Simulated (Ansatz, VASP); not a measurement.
## AlRu: VASP beside Ansatz

One calculation is typed for both programs; each brings its own data sets and cutoff. How far apart do they land? The cell is taken from a series of VASP runs on this material, whose earlier steps may have relaxed, scaled or displaced it; both programs get it as it stands.

Method: plane waves, with VASP 6.6.1 beside it; single point at PBEsol, in Ansatz 0.2.0.

### 1. The structure

The structure is cubic, space group Pm-3m (No. 221). The conventional cell has a = 2.976 Å, b = 2.976 Å, c = 2.976 Å, α = 90.00°, β = 90.00°, γ = 90.00°. Nearest to Al lie 8 Ru at 2.58 Å. Nearest to Ru lie 8 Al at 2.58 Å. Farther neighbours are not listed.

As a file:

```cif
data_structure
_symmetry_space_group_name_H-M 'Pm-3m'
_symmetry_Int_Tables_number 221
_cell_length_a 2.9764
_cell_length_b 2.9764
_cell_length_c 2.9764
_cell_angle_alpha 90.000
_cell_angle_beta 90.000
_cell_angle_gamma 90.000
_cell_volume 26.37
loop_
_atom_site_label
_atom_site_type_symbol
_atom_site_symmetry_multiplicity
_atom_site_Wyckoff_symbol
_atom_site_fract_x
_atom_site_fract_y
_atom_site_fract_z
_atom_site_occupancy
Al1 Al 1 a 0.00000 0.00000 0.00000 1
Ru1 Ru 1 b 0.50000 0.50000 0.50000 1
```

### 2. VASP: single point, PBEsol

A single point gives forces, pressure and levels at one fixed geometry, so differences don't come from the geometry; what else differs is listed under the comparison.

Lines of VASP's logs that name or quote its potential files are left out, and so is its time.

Contents of INCAR:

```
SYSTEM = AlRu
PREC = Accurate
ENCUT = 400
EDIFF = 1E-06
NELM = 100
ISMEAR = 1
SIGMA = 0.2
LREAL = .FALSE.
ALGO = Normal
GGA = PS
NBANDS = 14
LASPH = .TRUE.
LORBIT = 11
LWAVE = .FALSE.
LCHARG = .TRUE.
ISIF = 2
LELF = .TRUE.
LVHAR = .TRUE.
```

Contents of POSCAR:

```
AlRu
1.0
    2.9764231082      0.0000000000      0.0000000000
    0.0000000000      2.9764231082      0.0000000000
    0.0000000000      0.0000000000      2.9764231082
Al Ru
1 1
Direct
    0.0000000000      0.0000000000      0.0000000000
    0.5000000000      0.5000000000      0.5000000000
```

Contents of KPOINTS:

```
Automatic mesh
0
Gamma
8 8 8
0 0 0
```

Potentials, in the order of the species: Al and Ru_pv (PBE family, release 64).

On the command line:

```bash
> mpirun -np 2 vasp_std
```

Numbers of over 12 decimals in the logs are rounded to 6 here.

Output:

```text
[banner, memory and clock lines left out]
running    2 mpi-ranks, on    1 nodes
 distrk:  each k-point on    2 cores,    1 groups
 distr:  one band on    1 cores,    2 groups

 POSCAR found type information on POSCAR AlRu
 POSCAR found :  2 types and       2 ions
|                                                                             |
|               ----> ADVICE to this user running VASP <----                  |
|                                                                             |
|     You enforced a specific xc type in the INCAR file but a different       |
|     [... a line on the potential file left out ...]
|     I HOPE YOU KNOW WHAT YOU ARE DOING!                                     |
|                                                                             |

 LDA part: xc-table for (Slater+PW92), standard interpolation
 POSCAR, INCAR and KPOINTS ok, starting setup
 FFT: planning ... GRIDC
 FFT: planning ... GRID_SOFT
 FFT: planning ... GRID
 WAVECAR not read
 entering main loop
       N       E                     dE             d eps       ncg     rms          rms(c)
DAV:   1     0.942677024558E+02    0.94268E+02   -0.82556E+03  1042   0.913E+02
DAV:   2    -0.147380842341E+02   -0.10901E+03   -0.10484E+03  1124   0.287E+02
DAV:   3    -0.162682407473E+02   -0.15302E+01   -0.15258E+01  1178   0.360E+01
DAV:   4    -0.162815578709E+02   -0.13317E-01   -0.13315E-01  1294   0.335E+00
DAV:   5    -0.162817790089E+02   -0.22114E-03   -0.22113E-03  1260   0.336E-01    0.136E+01
DAV:   6    -0.155927419274E+02    0.68904E+00   -0.31293E+00   992   0.202E+01    0.254E+00
DAV:   7    -0.154972131907E+02    0.95529E-01   -0.27202E-01  1088   0.616E+00    0.225E+00
DAV:   8    -0.154796086223E+02    0.17605E-01   -0.25939E-02  1190   0.120E+00    0.234E-01
DAV:   9    -0.154794165532E+02    0.19207E-03   -0.61070E-04  1222   0.156E-01    0.150E-01
DAV:  10    -0.154794048598E+02    0.11693E-04   -0.48928E-05  1246   0.827E-02    0.185E-02
DAV:  11    -0.154794022525E+02    0.26073E-05   -0.76094E-06  1160   0.332E-02    0.722E-03
DAV:  12    -0.154794017548E+02    0.49767E-06   -0.22704E-07   826   0.467E-03
   1 F= -.15479402E+02 E0= -.15477301E+02  d E =-.630229E-02
```

Parts of OUTCAR (step 2):

```text
ion  position               nearest neighbor table
   1  0.000  0.000  0.000-   2 2.58   2 2.58   2 2.58   2 2.58   2 2.58   2 2.58   2 2.58   2 2.58

  LATTYP: Found a simple cubic cell.
 ALAT       =     2.9764231082

 Subroutine GETGRP returns: Found 48 space group operations
 (whereof 48 operations were pure point group operations)

The static configuration has the point symmetry O_h .

 Found     35 irreducible k-points:

   k-points           NKPTS =     35   k-points in BZ     NKDIM =     35   number of bands    NBANDS=     14

   dimension x,y,z NGX =    20 NGY =   20 NGZ =   20
   dimension x,y,z NGXF=    40 NGYF=   40 NGZF=   40

   ENCUT  =  400.0 eV  29.40 Ry    5.42 a.u.   4.85  4.85  4.85*2*pi/ulx,y,z

   NELECT =      17.0000    total number of electrons

 k-points in reciprocal lattice and weights: Automatic mesh
   0.00000000  0.00000000  0.00000000       0.002
   0.12500000  0.00000000  0.00000000       0.012
   0.25000000  0.00000000  0.00000000       0.012
   0.37500000  0.00000000  0.00000000       0.012
   0.50000000  0.00000000  0.00000000       0.006
   0.12500000  0.12500000  0.00000000       0.023
   0.25000000  0.12500000  0.00000000       0.047
   0.37500000  0.12500000  0.00000000       0.047
   0.50000000  0.12500000  0.00000000       0.023
[...]
0.50000000  0.50000000  0.37500000       0.012
   0.50000000  0.50000000  0.50000000       0.002

 average (electrostatic) potential at core
       1 -68.0497       2 -67.7821

 E-fermi :  10.8690

 k-point     1 :       0.0000    0.0000    0.0000
  band No.  band energies     occupation
    ...
      2     -30.8740      2.00000
      3     -30.8740      2.00000
      4       1.0387      2.00000
      5       7.1483      2.00000
      6       7.1483      2.00000
      7      11.0299      0.01754
      8      11.0299      0.01754
      9      11.0299      0.01754
     10      16.9597      0.00000
     11      16.9597      0.00000
    ...

 k-point     2 :       0.1250    0.0000    0.0000
  band No.  band energies     occupation
    ...
      4       1.3414      2.00000
      5       7.2449      2.00000
      6       7.2539      2.00000
      7      10.6715      2.04754
      8      10.6715      2.04754
      9      11.0670     -0.04812
     10      15.7233      0.00000
     11      17.5458      0.00000
     12      17.5458      0.00000
     13      21.2450      0.00000
    ...

 k-point     3 :       0.2500    0.0000    0.0000
  band No.  band energies     occupation
    ...
      4       2.2064      2.00000
      5       7.2613      2.00000
      6       7.5270      2.00000
      7       9.9706      2.00000
      8       9.9706      2.00000
      9      11.1582     -0.05993
     10      13.9809     -0.00000
     11      18.9320      0.00000
     12      18.9320      0.00000
     13      19.8858      0.00000
    ...

  Total       -0.0101479     -0.0101479     -0.0101479      0.0000000      0.0000000     -0.0000000
  in kB       -0.6165964     -0.6165964     -0.6165964      0.0000000      0.0000000     -0.0000000
  external PRESSURE =      -0.6165964 kB  Pullay stress =       0.0000000 kB

  energy-cutoff  :      400.00
  volume of cell :       26.37
      direct lattice vectors                 reciprocal lattice vectors
     2.976423108  0.000000000  0.000000000     0.335973739  0.000000000  0.000000000
     0.000000000  2.976423108  0.000000000     0.000000000  0.335973739  0.000000000
     0.000000000  0.000000000  2.976423108     0.000000000  0.000000000  0.335973739

 POSITION                                       TOTAL-FORCE (eV/Angst)
 -----------------------------------------------------------------------------------
      0.00000      0.00000      0.00000         0.000000      0.000000      0.000000
      1.48821      1.48821      1.48821         0.000000      0.000000      0.000000
 -----------------------------------------------------------------------------------
    total drift:                               -0.000000      0.000000      0.000000

  FREE ENERGIE OF THE ION-ELECTRON SYSTEM (eV)
  ---------------------------------------------------
  free  energy   TOTEN  =       -15.4794017548 eV

  energy  without entropy=      -15.4730994680  energy(sigma->0) =      -15.47730099

 total charge
# of ion       s       p       d       tot
------------------------------------------
    1        0.393   0.426   0.000   0.819
    2        0.339   6.252   6.228  12.819
--------------------------------------------------
tot          0.732   6.678   6.228  13.638

[... 3 further parts left out ...]
```

The run ends at a pressure of -0.06 GPa.

### 3. Ansatz: single point, PBEsol

Ansatz runs on its default PAW (the set named soft_2) files.

The same cell, functional, mesh and smearing now go to Ansatz, which takes its cutoff from its data sets.

Contents of input.yaml:

```yaml
crystal:
  lattice:
    - [2.9764231082, 0.0, 0.0]
    - [0.0, 2.9764231082, 0.0]
    - [0.0, 0.0, 2.9764231082]
  atoms:
    - { symbol: Al, position: [0.0, 0.0, 0.0] }
    - { symbol: Ru, position: [0.5, 0.5, 0.5] }
hamiltonian:
  xc: pbesol
  pseudopotentials: { kind: paw }
kpoints:
  mp_grid: { grid: [8, 8, 8] }
scf:
  occupations: { method: methfessel_paxton, width: 0.2 }
  n_extra_bands: 4
output:
  forces: true
  stress: true
  eigenvalues: true
```

On the command line:

```bash
> ansatz run input.yaml --threads 2 --pin off --max-ram 4608MiB --backend cpu --events-out ev --progress --plain --runs-dir out
```

Output:

```text
scf.n_extra_bands = 4 over 10 filled bands (N_el = 19.0): the run solves 14 bands
Engine: ansatz 0.2.0, aarch64-unknown-linux-gnu
Pseudopotentials: kind: paw
Pseudopotential: Al, paw, valence charge 3, recommended cutoff 420 eV (normal), Al.paw.azcp
Pseudopotential: Ru, paw, valence charge 16, recommended cutoff 420 eV (normal), Ru.paw.azcp
Functional definition: PBEsol
  exchange = pbesol_x
  correlation = pbesol_c
Crystal: 2 atoms, lattice volume = 26.368 Å³
Basis set: ecut = 420 eV, 485 PW (Γ), exchange–correlation on 40×40×40 points (8 copies of the dense FFT grid, shifted against one another)
Bands: 14, of which v1, the nominal top of the filled ones, is band 10 counted from 1 (9 counted from 0)
Symmetry: 48 space group operations
Space group: Pm-3m (ITA 221), of the structure as read, at distance tolerance 3.0e-5 Å
k-points: 35 of 512
Non-local potential: Al, projectors of the file, l = 0: 2, l = 1: 2, l = 2: 1
Non-local potential: Ru, projectors of the file, l = 0: 3, l = 1: 2, l = 2: 2, l = 3: 1
PAW form: soft (Blöchl's): semilocal exchange-correlation on the pseudo side does not see the compensation charge
PAW frozen core: Al, regenerated for the run's functional, and the local potential with it (the file was generated under x = pbe(κ = 0.804, μ = 0.219515), c = pbe(β = 0.066725))
PAW frozen core: Ru, regenerated for the run's functional, and the local potential with it (the file was generated under x = pbe(κ = 0.804, μ = 0.219515), c = pbe(β = 0.066725))
PAW one-centre angular grid: Al, 110 points (default); XC on 64 Gauss nodes
PAW one-centre angular grid: Ru, 590 points (default); XC on 64 Gauss nodes
Initial density: superposition of atomic densities (neutral atoms: chi_scale 0, normalization atom), corrected by the library's trained network
Initial wavefunctions: pseudopotential atomic-orbital guess
Functional: x = pbesol(κ = 0.804, μ = 0.123457), c = pbesol(β = 0.046)
SCF iter   1: F=—  HF=-6342.271473 eV  |F-HF|=—  |Δ(HF+E_count)|=         —  Δρ=7.61e-3  dr2=1.80e-2  ethr=1.77e-3  ⟨swp⟩=5.0  Hψ=2376  notcnv=0
preconditioner: auto → none  [metal: Δε(μ)=0.040 eV  Ē_g=8.964 eV  σ=0.200 eV  W_gap=0.17  n_scr=6 (ndim 8)  ℏωp=24.0 eV  f_vac=0.000  D(μ)=2.50/eV (n_scr^D=26)  sad-step TF]
SCF iter   2: F=—  HF=-6342.269105 eV  |F-HF|=—  |Δ(HF+E_count)|=   2.37e-3  S|Δr|=    0.00e0  Δρ=4.34e-3  dr2=6.54e-3  ethr=9.47e-5  ⟨swp⟩=1.2  Hψ=777  notcnv=0
SCF iter   3: F=—  HF=-6342.267768 eV  |F-HF|=—  |Δ(HF+E_count)|=   1.34e-3  S|Δr|=    0.00e0  Δρ=4.75e-4  dr2=6.16e-5  ethr=3.44e-5  ⟨swp⟩=2.2  Hψ=708  notcnv=0
SCF iter   4: F=—  HF=-6342.267687 eV  |F-HF|=—  |Δ(HF+E_count)|=   8.07e-5  S|Δr|=    0.00e0  Δρ=1.06e-4  dr2=2.30e-6  ethr=3.24e-7  ⟨swp⟩=2.0  Hψ=678  notcnv=0
SCF iter   5: F=-6342.267687 eV  HF=-6342.267687 eV  |F-HF|=4.02e-9  |Δ(HF+E_count)|=   1.91e-7  S|Δr|=    0.00e0  Δρ=7.65e-6  dr2=9.43e-9  ethr=5.26e-10  ⟨swp⟩=3.6  Hψ=2052  notcnv=0
SCF 1 converged in 5 iterations: F = -6342.267687 eV  dr2 = 9.43e-9
  greatest PAW one-centre occupation: 0.999 electrons in one spin orbital (limit 2), on the Ru atom at site 1 (counted from 0), in its partial waves of l = 0
SCF converged after 5 iterations
Stability not checked: this state was not tested for a lower state beside it, because cold or Methfessel-Paxton smearing, or corrected tetrahedra, fill the levels in a way that the test cannot read (fill_not_monotonic; see scf.lower_state_search)
Free energy (F): -6342.267687 eV
Harris-Foulkes:  -6342.267687 eV  (|F-HF|=4.02e-9)
Internal energy: -6342.261423 eV  (E = F + TS)
E sigma→0 (E₀):  -6342.266121 eV
Entropy (-TS):   -0.006264 eV (-3.132 meV/atom)
Fermi energy:    16.344793 eV
--- Per-component energies (eV) ---
  E_band       = -116.298493
  E_kinetic    = 544.034895
  E_local      = -1784.991433  (includes V_loc(G=0)·N_el)
  E_nonlocal   = 356.752404
  E_hartree    = 633.174411
  E_xc         = -231.037602
  E_vxc        = -270.648561  (∫ρ·V_xc dr)
  E_paw        = -3855.470885  (= ΣΔE_a)
  E_vpaw       = -227.790138  (= ΣTr[D̂ρ^β])
  E_aug_tail   = -0.000192  (compensation charges beyond the density's cutoff)
  E_ewald      = -2004.995456
  E_core_change = 0.272435  (= ΣΔE_core)
  E_smearing   = -0.006264  (= −TS)
  E_closure    = -0.000000  (closes the sum)
  Σ components = -6342.267687   (vs F -6342.267687, Δ=0.00e0)
--- Forces (eV/Å), atoms counted from 1 ---
  atom   1  Al    -0.00000000    -0.00000000    -0.00000000
  atom   2  Ru     0.00000000    -0.00000000     0.00000000
  max |Σ_I F_I| component: 1.27e-29 eV/Å
--- Stress (GPa, compression-positive) ---
        0.281788      -0.000000       0.000000
       -0.000000       0.281788       0.000000
        0.000000       0.000000       0.281788
  P = ⅓ Tr σ = 0.2818 GPa (2.818 kbar)
--- Band table (eV; the first three rows and the last of 35) ---
  k-point 0: bands = [... 6 lower, 12.6243, 16.5047, 16.5047, 16.5047, 22.4293, 22.4293, 22.4293, 27.3377]
  k-point 1: bands = [... 6 lower, 12.7299, 16.1465, 16.1465, 16.5419, 21.1949, 23.0136, 23.0136, 26.6788]
  k-point 2: bands = [... 6 lower, 13.0026, 15.4458, 15.4458, 16.6335, 19.4556, 24.3941, 24.3941, 25.3235]
  k-point 34: bands = [... 6 lower, 11.5830, 17.9709, 17.9709, 18.9787, 20.4259, 20.4259, 20.4259, 25.0142]
```

Elapsed: 0.99 s, on 2 threads of Arm Neoverse N1, shared host; peak memory 0.26 GiB.

The column dr2 measures how far the density is from self-consistency, as an energy; F and HF (Harris–Foulkes) agree once it is small.

The run ends at a pressure of 0.28 GPa.

### 4. Comparison

Known differences besides the potentials themselves: the data sets hold 19 valence electrons in Ansatz (default PAW (the set named soft_2) files) and 17 in VASP; the cutoff is 420 eV in Ansatz and 400 eV in VASP; Ansatz makes its cores anew for this functional, VASP keeps those of its PBE data sets. Total energies have different zeros and are not compared.

The two programs side by side:

```
                                        quantity  Ansatz   VASP  difference
                                  pressure (GPa)    0.28  -0.06       +0.34
pressure without Ansatz's Pulay correction (GPa)    0.23  -0.06       +0.29
```

Ansatz's pressure holds a Pulay correction of 0.05 GPa; VASP's holds none.

### 5. What the set-up changes

Further runs change the set-up of one program: Ansatz's method, potentials or start, or VASP's data sets, cutoff or form of LDA. The table gives Ansatz less VASP for each quantity, since a change that brings one quantity closer may part another.

```
                              run  pressure (GPa)
                         as above            0.34
Ansatz's all-electron LAPW method            0.28
```

### 6. Summary of results

| Quantity | Value |
| --- | --- |
| difference in pressure (single point, PBEsol) | 0.34 GPa |

In words: The difference in pressure is 0.34 GPa (single point, PBEsol), within the 1 GPa picked in this series as the mark of a large difference. For single point, PBEsol, no further run moves any of the tabulated differences by more than a quarter of its size. Such differences can come from data sets, numerical settings and the points named under the comparisons, not from the functional's error against experiment.

[Lines on the potential files, build, host, timing and source positions are cut from VASP's logs without a mark.]

[Logs are printed without paths, hosts, clocks, repeated set-up lines and the standing remarks that a program may print on its own settings, such as how far it seeks lower states.]

[Hosts, paths, dates, database ids (printed as entryN), source tags and the programs' standing remarks are cut or masked in the printed files.]
